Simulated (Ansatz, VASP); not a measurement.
## In (body-centred tetragonal) in two plane-wave programs

Aim: how closely do two programs agree when they are given the same cell, functional and k mesh? The cell is taken from a series of runs on this material, whose earlier steps may have relaxed, scaled, displaced or heated it; both programs get it as it stands.

Method: plane waves, with VASP 6.6.1 beside it; single point at HSE06, in Ansatz 0.2.0.

## 1. The structure

Symmetry: I4/mmm, No. 139, tetragonal system. The conventional cell has a = 3.187 Å, b = 3.187 Å, c = 5.032 Å, α = 90.00°, β = 90.00°, γ = 90.00°. Nearest to In lie 12 In at 3.19 to 3.38 Å.

## 2. VASP: single point, HSE06

A single point gives forces, pressure and levels at one fixed geometry, so differences don't come from the geometry; what else differs is listed under the comparison.

Lines of VASP's logs that name or quote its potential files are left out, and so is its time.

The run reads the wave functions of an earlier VASP run, which isn't shown here.

The input, INCAR:

```
SYSTEM = In
PREC = Accurate
ENCUT = 400
EDIFF = 1E-06
NELM = 100
ISMEAR = -1
SIGMA = 0.05
LREAL = .FALSE.
ALGO = Normal
LHFCALC = .TRUE.
AEXX = 0.25
GGA = PE
HFSCREEN = 0.208
LASPH = .TRUE.
NBANDS = 12
PRECFOCK = Fast
LORBIT = 11
LWAVE = .FALSE.
LCHARG = .FALSE.
KPAR = 8
ISIF = 2
```

The input, POSCAR:

```
In
1.0
   -1.5934633711      1.5934633711      2.5157909857
    1.5934633711     -1.5934633711      2.5157909857
    1.5934633711      1.5934633711     -2.5157909857
In
1
Direct
    0.0000000000      0.0000000000      0.0000000000
```

The input, KPOINTS:

```
Automatic mesh
0
Gamma
10 10 10
0 0 0
```

PAW data sets: In_d (PBE family, release 64).

On the command line:

```console
> mpirun -np 8 vasp_std
```

Numbers of over 12 decimals in the logs are rounded to 6 here.

The log of the run:

```text
[banner, memory and clock lines left out]
running    8 mpi-ranks, on    1 nodes
 distrk:  each k-point on    1 cores,    8 groups
 distr:  one band on    1 cores,    1 groups

 POSCAR found type information on POSCAR In
 POSCAR found :  1 types and       1 ions
|                                                                             |
|           W    W    AA    RRRRR   N    N  II  N    N   GGGG   !!!           |
|           W    W   A  A   R    R  NN   N  II  NN   N  G    G  !!!           |
|           W    W  A    A  R    R  N N  N  II  N N  N  G       !!!           |
|           W WW W  AAAAAA  RRRRR   N  N N  II  N  N N  G  GGG   !            |
|           WW  WW  A    A  R   R   N   NN  II  N   NN  G    G                |
|           W    W  A    A  R    R  N    N  II  N    N   GGGG   !!!           |
|                                                                             |
|     For optimal performance we recommend to set                             |
|       NCORE = 2 up to number-of-cores-per-socket                            |
|     NCORE specifies how many cores store one orbital (NPAR=cpu/NCORE).      |
|     This setting can greatly improve the performance of VASP for DFT.       |
|     The default, NCORE=1 might be grossly inefficient on modern             |
|     multi-core architectures or massively parallel machines. Do your        |
|     Unfortunately you need to use the default for GW and RPA                |
|     calculations (for HF NCORE is supported but not extensively tested      |
|     yet).                                                                   |
|                                                                             |

 LDA part: xc-table for (Slater+PW92), standard interpolation
 found WAVECAR, reading the header
 POSCAR, INCAR and KPOINTS ok, starting setup
 FFT: planning ... GRIDC
 FFT: planning ... GRID_SOFT
 FFT: planning ... GRID
 reading WAVECAR
 the WAVECAR file was read successfully
 initial charge from wavefunction
 entering main loop
       N       E                     dE             d eps       ncg     rms          rms(c)
DAV:   1    -0.289207914086E+01   -0.28921E+01   -0.24325E-01  3516   0.677E+00    0.333E+00
DAV:   2    -0.289327006418E+01   -0.11909E-02   -0.81936E-03  2948   0.108E+00    0.235E+00
DAV:   3    -0.289304983428E+01    0.22023E-03   -0.12475E-03  3692   0.635E-01    0.165E+00
DAV:   4    -0.289305312051E+01   -0.32862E-05   -0.12758E-04  3472   0.218E-01    0.103E+00
DAV:   5    -0.289305757061E+01   -0.44501E-05   -0.11722E-05  3668   0.608E-02    0.633E-01
DAV:   6    -0.289305945863E+01   -0.18880E-05   -0.12284E-06  2388   0.182E-02    0.381E-01
DAV:   7    -0.289306044061E+01   -0.98198E-06   -0.48919E-07  1580   0.102E-02
   1 F= -.28930604E+01 E0= -.28910624E+01  d E =-.399606E-02
```

Parts of OUTCAR (step 2):

```text
ion  position               nearest neighbor table
   1  0.000  0.000  0.000-

  LATTYP: Found a body centered tetragonal cell.
 ALAT       =     3.1869267422
 C/A-ratio  =     1.5788194641

 Subroutine GETGRP returns: Found 16 space group operations
 (whereof 16 operations were pure point group operations)

The static configuration has the point symmetry D_4h.

 Found    102 irreducible k-points:

   k-points           NKPTS =    102   k-points in BZ     NKDIM =   1000   number of bands    NBANDS=     12

   dimension x,y,z NGX =    24 NGY =   24 NGZ =   24
   dimension x,y,z NGXF=    48 NGYF=   48 NGZF=   48

   ENCUT  =  400.0 eV  29.40 Ry    5.42 a.u.   5.51  5.51  5.51*2*pi/ulx,y,z

   NELECT =      13.0000    total number of electrons

 k-points in reciprocal lattice and weights: Automatic mesh
   0.00000000  0.00000000  0.00000000       0.001
   0.10000000 -0.00000000  0.00000000       0.008
   0.20000000 -0.00000000  0.00000000       0.008
   0.30000000 -0.00000000  0.00000000       0.008
   0.40000000 -0.00000000  0.00000000       0.008
   0.50000000  0.00000000 -0.00000000       0.004
   0.10000000  0.10000000  0.00000000       0.008
   0.20000000  0.10000000  0.00000000       0.016
   0.30000000  0.10000000  0.00000000       0.016
[...]
-0.40000000 -0.40000000  0.40000000       0.002
   0.50000000  0.50000000  0.50000000       0.001

  exchange ACFDT corr.  =         0.00000000  see jH, gK, PRB 81, 115126

 average (electrostatic) potential at core
       1 -87.3473

 E-fermi :   7.7513

 k-point     1 :       0.0000    0.0000    0.0000
  band No.  band energies     occupation
    ...
      2      -8.9090      2.00000
      3      -8.9090      2.00000
      4      -8.8762      2.00000
      5      -8.6926      2.00000
      6      -3.2335      2.00000
      7      19.4779      0.00000
      8      19.4779      0.00000
      9      19.7427      0.00000
     10      20.2127      0.00000
     11      22.7677      0.00000
    ...

 k-point     2 :       0.1000   -0.0000    0.0000
  band No.  band energies     occupation
    ...
      2      -8.9159      2.00000
      3      -8.8934      2.00000
      4      -8.8668      2.00000
      5      -8.7014      2.00000
      6      -2.9811      2.00000
      7      16.9462      0.00000
      8      18.9554      0.00000
      9      19.2376      0.00000
     10      20.0927      0.00000
     11      22.1264      0.00000
    ...

 k-point     3 :       0.2000   -0.0000    0.0000
  band No.  band energies     occupation
    ...
      2      -8.9464      2.00000
      3      -8.8622      2.00000
      4      -8.8119      2.00000
      5      -8.7145      2.00000
      6      -2.2125      2.00000
      7      13.2027      0.00000
      8      17.7378      0.00000
      9      18.8281      0.00000
     10      20.0792      0.00000
     11      20.9403      0.00000
    ...

  Total        0.3081683      0.3081683      0.0251323      0.0000000      0.0000000      0.0000000
  in kB       19.3232336     19.3232336      1.5758830      0.0000000      0.0000000      0.0000000
  external PRESSURE =      13.4074501 kB  Pullay stress =       0.0000000 kB

  energy-cutoff  :      400.00
  volume of cell :       25.55
      direct lattice vectors                 reciprocal lattice vectors
    -1.593463371  1.593463371  2.515790986     0.000000000  0.313781922  0.198744650
     1.593463371 -1.593463371  2.515790986     0.313781922  0.000000000  0.198744650
     1.593463371  1.593463371 -2.515790986     0.313781922  0.313781922  0.000000000

 POSITION                                       TOTAL-FORCE (eV/Angst)
 -----------------------------------------------------------------------------------
      0.00000      0.00000      0.00000        -0.000000     -0.000000     -0.000000
 -----------------------------------------------------------------------------------
    total drift:                                0.000000     -0.000000     -0.000002

  FREE ENERGIE OF THE ION-ELECTRON SYSTEM (eV)
  ---------------------------------------------------
  free  energy   TOTEN  =        -2.8930604406 eV

  energy  without entropy=       -2.8890643768  energy(sigma->0) =       -2.89106241

 total charge
# of ion       s       p       d       tot
------------------------------------------
    1        1.030   0.520   9.862  11.413

[... 3 further parts left out ...]
```

The k-mesh is coarse for a metal.

The run ends at a pressure of 1.34 GPa.

## 3. Ansatz: single point, HSE06

Ansatz runs on its PAW soft_1 files.

The same cell, functional, mesh and smearing now go to Ansatz.

The input, input.yaml:

```yaml
crystal:
  lattice:
    - [-1.5934633711, 1.5934633711, 2.5157909857]
    - [1.5934633711, -1.5934633711, 2.5157909857]
    - [1.5934633711, 1.5934633711, -2.5157909857]
  atoms:
    - { symbol: In, position: [0.0, 0.0, 0.0] }
basis:
  ecutwfc: 420
  xc_grid: 2
hamiltonian:
  xc: hse06
  pseudopotentials: { kind: paw, azcp: { folder: soft_1 } }
kpoints:
  mp_grid: { grid: [10, 10, 10] }
scf:
  occupations: { method: fermi_dirac, width: 0.05 }
  max_iter: 150
output:
  forces: true
  stress: true
checkpoint:
  write: "../In.hse06.run"
  compress: false
  write_wavefunctions: false
  write_every: 100000
```

On the command line:

```console
> ansatz run input.yaml --threads 4 --pin off --max-ram 13189MiB --backend cpu --events-out ev --progress --plain --runs-dir out
```

The log of the run:

```text
Warning: output.stress: scf.convergence.dr2_threshold = 1e-7 eV (the SCF's general default) is looser than the 1e-10 eV advised for a printed stress (1e-10 eV for each atom of the cell: 1). What an SCF threshold leaves in a stress goes as its square root, and in the free energy as the threshold itself, and one threshold admits the most on a small cell: [figures from the program's tests cut] Set scf.convergence.dr2_threshold to 1e-10 eV or tighter. The threshold is an SCF's pass mark: one that does not reach it within its budget of iterations ends unconverged, or closes short of it on a stop that the run arms, and scf.convergence.dr2_threshold's page says what that costs each kind of run
Warning: output.stress: scf.exx.energy_threshold = 1e-6 eV is looser than the 1e-8 eV advised for a stress under a hybrid functional (1e-8 eV for each atom of the cell: 1). Every SCF of the exchange loop can meet its threshold on dr2 while the loop round them stops early: no threshold on dr2 bounds what that leaves in the stress. Set scf.exx.energy_threshold to 1e-8 eV or tighter. The threshold is the loop's pass mark: a loop that does not reach it within its budget of cycles ends unconverged, and scf.exx.energy_threshold's page has the law
Engine: ansatz 0.2.0, aarch64-unknown-linux-gnu
Pseudopotentials: kind: paw
Pseudopotential: In, paw, valence charge 13, recommended cutoff 420 eV (normal), soft_1/In.paw.azcp
Functional definition: HSE06
  parameter a = 0.25
  parameter omega = 0.11/bohr
  exchange = pbe_x - a*pbe_x_sr(omega) + a*exact_x_sr(omega)
  correlation = pbe_c
Crystal: 1 atoms, lattice volume = 25.552 Å³
Basis set: ecut = 420 eV, 501 PW (Γ), exchange–correlation on 48×48×48 points (8 copies of the dense FFT grid, shifted against one another)
Bands: 11, of which v1, the nominal top of the filled ones, is band 7 counted from 1 (6 counted from 0)
Symmetry: 16 space group operations
Space group: I4/mmm (ITA 139), of the structure as read, at distance tolerance 2.9e-5 Å
k-points: 102 of 1000
Non-local potential: In, projectors of the file, l = 0: 2, l = 1: 2, l = 2: 2, l = 3: 1
PAW form: soft (Blöchl's): semilocal exchange-correlation on the pseudo side does not see the compensation charge
PAW frozen core: In, regenerated for the run's functional, and the local potential with it (the file was generated under x = pbe(κ = 0.804, μ = 0.219515), c = pbe(β = 0.066725))
PAW one-centre angular grid: In, 590 points (default); XC on 64 Gauss nodes
Initial density: superposition of atomic densities (chi_scale 0.1, normalization cell)
Initial wavefunctions: pseudopotential atomic-orbital guess
Functional: x = pbe(κ = 0.804, μ = 0.219515), c = pbe(β = 0.066725), warm-up for x = pbe(κ = 0.804, μ = 0.219515) + 0.25 (exact − pbe) at short range (hse, ω = 0.207870 Å⁻¹), c = pbe(β = 0.066725); HSE06 as pw.x's `hse` composes it (authors' and Libxc's form: `xc: wpbeh`)
iter 1 solved again at ethr=5.51e-4 eV; its pass at ethr=1.00e-1 eV (dr2=7.16e-2 eV) is discarded
SCF iter   1: F=—  HF=-5597.914289 eV  |F-HF|=—  |Δ(HF+E_count)|=         —  Δρ=1.47e-2  dr2=6.99e-2  ethr=5.51e-4  ⟨swp⟩=5.0  Hψ=6787  notcnv=0
preconditioner: auto → none  [metal: Δε(μ)=0.005 eV  Ē_g=19.543 eV  σ=0.050 eV  W_gap=0.03  n_scr=8 (ndim 8)  ℏωp=26.5 eV  f_vac=0.000  D(μ)=0.61/eV (n_scr^D=0)  sad-step TF]
SCF iter   2: F=—  HF=-5597.896945 eV  |F-HF|=—  |Δ(HF+E_count)|=   1.73e-2  Δρ=9.94e-3  dr2=2.55e-2  ethr=5.38e-4  ⟨swp⟩=2.0  Hψ=2245  notcnv=0  defer=1
iter 3 solved again at ethr=3.13e-6 eV; its pass at ethr=1.96e-4 eV (dr2=4.07e-4 eV) is discarded
SCF iter   3: F=—  HF=-5597.894160 eV  |F-HF|=—  |Δ(HF+E_count)|=   2.78e-3  Δρ=1.10e-3  dr2=3.43e-4  ethr=3.13e-6  ⟨swp⟩=4.1  Hψ=5338  notcnv=0  defer=4
eigensolver tolerance schedule: the retry pair's looser diagonalisation over-reported the residual by 0.19 of it (diagonalisation noise at 0.19 of the residual, at the tolerance the schedule requests for it); recorded, not acted on — ethr = c·dr2/N_el stays at c = 1.0e-1
SCF iter   4: F=—  HF=-5597.894223 eV  |F-HF|=—  |Δ(HF+E_count)|=   6.26e-5  Δρ=1.66e-4  dr2=3.38e-6  ethr=2.64e-6  ⟨swp⟩=2.6  Hψ=1933  notcnv=0  defer=2
SCF iter   5: F=—  HF=-5597.894232 eV  |F-HF|=—  |Δ(HF+E_count)|=   8.91e-6  Δρ=5.67e-5  dr2=2.64e-7  ethr=2.60e-8  ⟨swp⟩=4.0  Hψ=3066  notcnv=0  defer=2
SCF iter   6: F=—  HF=-5597.894232 eV  |F-HF|=—  |Δ(HF+E_count)|=   3.20e-8  Δρ=1.13e-5  dr2=1.91e-8  ethr=2.03e-9  ⟨swp⟩=4.0  Hψ=2572  notcnv=0  defer=2
SCF iter   7: F=—  HF=-5597.894232 eV  |F-HF|=—  |Δ(HF+E_count)|=   4.34e-9  Δρ=2.86e-6  dr2=1.07e-9  ethr=1.47e-10  ⟨swp⟩=3.0  Hψ=2320  notcnv=0  defer=1
SCF iter   8: F=-5597.894232 eV  HF=-5597.894232 eV  |F-HF|=9.09e-12  |Δ(HF+E_count)|=  8.00e-11  Δρ=4.62e-7  dr2=2.82e-11  ethr=8.22e-12  ⟨swp⟩=3.4  Hψ=2544  notcnv=0  defer=1
SCF 1 converged in 8 iterations: F = -5597.894232 eV  dr2 = 2.82e-11
  greatest PAW one-centre occupation: 0.981 electrons in one spin orbital (limit 2), on the In atom at site 0 (counted from 0), in its partial waves of l = 2
Initial density: handed on by an earlier stage of this run
Initial wavefunctions: those handed on with the density
Functional: x = pbe(κ = 0.804, μ = 0.219515) + 0.25 (exact − pbe) at short range (hse, ω = 0.207870 Å⁻¹), c = pbe(β = 0.066725); HSE06 as pw.x's `hse` composes it (authors' and Libxc's form: `xc: wpbeh`)
Exchange kernel: α = 0.2500, screened, ω = 0.2079 Å⁻¹, Wigner–Seitz truncation, v(0) = 1046.9316 eV·Å³, q-mesh 10×10×10, nearest image of the exchange supercell L = 31.87 Å, pair-density grid 15×15×15, without the augmentation charges, whose exchange is taken in its separable form by FFT convolution over the k-point mesh (sized by the pseudopotential files, 18×18×18 at the most), smooth part of the exact exchange by density-matrix convolution
Frozen-core exchange: fock
iter 1 solved again at ethr=4.18e-5 eV; its pass at ethr=1.00e-1 eV (dr2=5.44e-3 eV) is discarded
SCF iter   1: F=—  HF=-5601.778054 eV  |F-HF|=—  |Δ(HF+E_count)|=         —  Δρ=5.58e-3  dr2=5.25e-3  ethr=4.18e-5  ⟨swp⟩=4.6  Hψ=6131  notcnv=0
preconditioner: auto → none  [metal: Δε(μ)=0.053 eV  Ē_g=22.282 eV  σ=0.050 eV  W_gap=0.26  n_scr=8 (ndim 8)  ℏωp=26.5 eV  f_vac=0.000  D(μ)=0.51/eV (n_scr^D=0)]
SCF iter   2: F=—  HF=-5601.776136 eV  |F-HF|=—  |Δ(HF+E_count)|=   1.92e-3  Δρ=1.24e-3  dr2=4.66e-4  ethr=3.67e-5  ⟨swp⟩=3.0  Hψ=2669  notcnv=0
SCF iter   3: F=—  HF=-5601.778653 eV  |F-HF|=—  |Δ(HF+E_count)|=   2.52e-3  Δρ=1.15e-3  dr2=1.79e-4  ethr=1.61e-6  ⟨swp⟩=4.0  Hψ=2771  notcnv=0  defer=1
SCF iter   4: F=—  HF=-5601.778651 eV  |F-HF|=—  |Δ(HF+E_count)|=   2.12e-6  Δρ=3.37e-4  dr2=2.37e-5  ethr=1.32e-6  ⟨swp⟩=2.0  Hψ=1803  notcnv=0
SCF iter   5: F=—  HF=-5601.778654 eV  |F-HF|=—  |Δ(HF+E_count)|=   3.00e-6  Δρ=1.35e-5  dr2=6.04e-6  ethr=1.27e-7  ⟨swp⟩=3.5  Hψ=2225  notcnv=0
SCF iter   6: F=-5601.778696 eV  HF=-5601.778697 eV  |F-HF|=2.57e-7  |Δ(HF+E_count)|=   4.25e-5  Δρ=8.76e-5  dr2=1.13e-6  ethr=2.00e-10  ⟨swp⟩=5.1  Hψ=4667  notcnv=0  defer=7
SCF 2 stopped early in 6 iterations: F = -5601.778696 eV  dr2 = 1.13e-6
  greatest PAW one-centre occupation: 0.983 electrons in one spin orbital (limit 2), on the In atom at site 0 (counted from 0), in its partial waves of l = 2
hybrid outer 1: dexx = +2.649e-3 eV, tail = 6.46e-6 eV
Exchange kernel: α = 0.2500, screened, ω = 0.2079 Å⁻¹, Wigner–Seitz truncation, v(0) = 1046.9316 eV·Å³, q-mesh 10×10×10, nearest image of the exchange supercell L = 31.87 Å, pair-density grid 15×15×15, without the augmentation charges, whose exchange is taken in its separable form by FFT convolution over the k-point mesh (sized by the pseudopotential files, 18×18×18 at the most), smooth part of the exact exchange by density-matrix convolution
Frozen-core exchange: fock
SCF iter   1: F=—  HF=-5601.778592 eV  |F-HF|=—  |Δ(HF+E_count)|=         —  Δρ=4.47e-5  dr2=4.30e-7  ethr=2.48e-7  ⟨swp⟩=3.1  Hψ=2393  notcnv=0
preconditioner: auto → none  [metal: Δε(μ)=0.073 eV  Ē_g=22.204 eV  σ=0.050 eV  W_gap=0.35  n_scr=8 (ndim 8)  ℏωp=26.5 eV  f_vac=0.000  D(μ)=0.49/eV (n_scr^D=0)]
SCF iter   2: F=—  HF=-5601.778592 eV  |F-HF|=—  |Δ(HF+E_count)|=   8.60e-8  Δρ=9.86e-6  dr2=2.43e-8  ethr=2.59e-9  ⟨swp⟩=4.0  Hψ=2929  notcnv=0
SCF iter   3: F=-5601.778592 eV  HF=-5601.778592 eV  |F-HF|=3.25e-9  |Δ(HF+E_count)|=   6.55e-8  Δρ=4.95e-6  dr2=4.71e-9  ethr=1.12e-10  ⟨swp⟩=4.1  Hψ=3128  notcnv=0  defer=6
SCF 3 converged in 3 iterations: F = -5601.778592 eV  dr2 = 4.71e-9
  Residual-converged pass: ⟨swp⟩=3.0  Hψ=2021  notcnv=0  max |occ|·‖R‖ = 2.4e-6 eV (tolerance 2.4e-6 eV)  dr2=4.70e-9  dr2_onsite=8.75e-10  max |Δocc| = 1.3e-11
hybrid outer 2: dexx = +6.811e-8 eV, tail = 1.20e-8 eV, Δε = 2.10e-3 eV (about 1.31e-4 eV left of the loop's levels)
hybrid SCF converged: 2 outer / 9 inner (+8 warm-up), last move |dexx| = 6.81e-8 eV, tail = 1.20e-8 eV
Stability not checked: this state was not tested for a lower state beside it, because the functional holds exact exchange (a hybrid, or Hartree-Fock), whose exchange loop this test does not read (fock_operator; see scf.lower_state_search)
Free energy (F): -5601.778592 eV
Frozen-core exchange: fock
Harris-Foulkes:  -5601.778592 eV  (|F-HF|=3.25e-9)
Internal energy: -5601.774592 eV  (E = F + TS)
E sigma→0 (E₀):  -5601.776592 eV
Entropy (-TS):   -0.004000 eV (-4.000 meV/atom)
Fermi energy:    10.626923 eV
--- Per-component energies (eV) ---
  E_band       = -41.253517
  E_kinetic    = 216.895419
  E_local      = -997.811276  (includes V_loc(G=0)·N_el)
  E_nonlocal   = 325.453051
  E_hartree    = 401.025590
  E_xc         = -114.961678
  E_vxc        = -72.383935  (∫ρ·V_xc dr)
  E_exx        = -32.064165  (= α·E_x^exact, valence–valence)
  E_paw        = -4208.028335  (= ΣΔE_a)
  E_vpaw       = -251.331848  (= ΣTr[D̂ρ^β])
  E_aug_tail   = 0.000153  (compensation charges beyond the density's cutoff)
  E_ewald      = -1192.794579
  E_core_change = 0.511227  (= ΣΔE_core)
  E_smearing   = -0.004000  (= −TS)
  E_closure    = 0.000000  (closes the sum)
  Σ components = -5601.778592   (vs F -5601.778592, Δ=0.00e0)
--- Forces (eV/Å), atoms counted from 1 ---
  atom   1  In     0.00000000     0.00000000     0.00000000
  max |Σ_I F_I| component: 1.28e-30 eV/Å
--- Stress (GPa, compression-positive) ---
        2.363936       0.000000       0.000000
        0.000000       2.363936       0.000000
       -0.000000       0.000000       0.579022
  P = ⅓ Tr σ = 1.7690 GPa (17.690 kbar)
--- Band table (eV; the first three rows and the last of 102) ---
  k-point 0: bands = ["-6.2367", "-6.0638", "-6.0638", "-6.0307", "-5.8477", "-0.3527", "22.3380", "22.3380", "22.6076"]
  k-point 1: bands = ["-6.1847", "-6.0900", "-6.0407", "-6.0150", "-5.8709", "0.0070", "20.5390", "20.8411", "21.2369"]
  k-point 2: bands = ["-6.1585", "-6.0437", "-6.0138", "-5.9777", "-5.9028", "1.1010", "18.0990", "18.5218", "19.3967"]
  k-point 101: bands = ["-6.4075", "-6.2628", "-5.7541", "-5.7466", "-5.7466", "6.9663", "7.2877", "16.3620", "16.3620"]
  guard bands above this table: 2 of the run's 11 bands. The solve was not asked for them (output.publish_guard_bands: true or output.eigenvalues: true publishes all)
```

In the SCF lines HF is the Harris–Foulkes energy and dr2 the Hartree energy of the density residual, in eV; the loop may stop once dr2 is under the threshold and the program's other checks hold. Hψ counts applications of the Hamiltonian.

The run ends at a pressure of 1.77 GPa.

## 4. Differences

Known differences besides the potentials themselves: exact exchange at q = 0 is treated differently, which shows on coarse meshes; VASP keeps PBE cores, Ansatz makes them for the functional; the cutoff is 420 eV in Ansatz and 400 eV in VASP; VASP takes a coarser grid for exact exchange (PRECFOCK = Fast). Total energies have different zeros and are not compared.

Compared:

```
      quantity  Ansatz  VASP  difference
pressure (GPa)    1.77  1.34       +0.43
```

## 5. Summary of results

| Property | Result |
| --- | --- |
| difference in pressure (single point, HSE06) | 0.43 GPa |

The difference in pressure is 0.43 GPa (single point, HSE06), within the 1 GPa picked in this series as the mark of a large difference. Such differences can come from data sets, numerical settings and the points named under the comparisons, not from the functional's error against experiment.

[Lines on the potential files, build, host, timing and source positions are cut from VASP's logs without a mark.]

[Logs are printed without paths, hosts, clocks, repeated set-up lines and the standing remarks that a program may print on its own settings, such as how far it seeks lower states.]

[Hosts, paths, dates, database ids (printed as entryN), source tags and the programs' standing remarks are cut or masked in the printed files.]
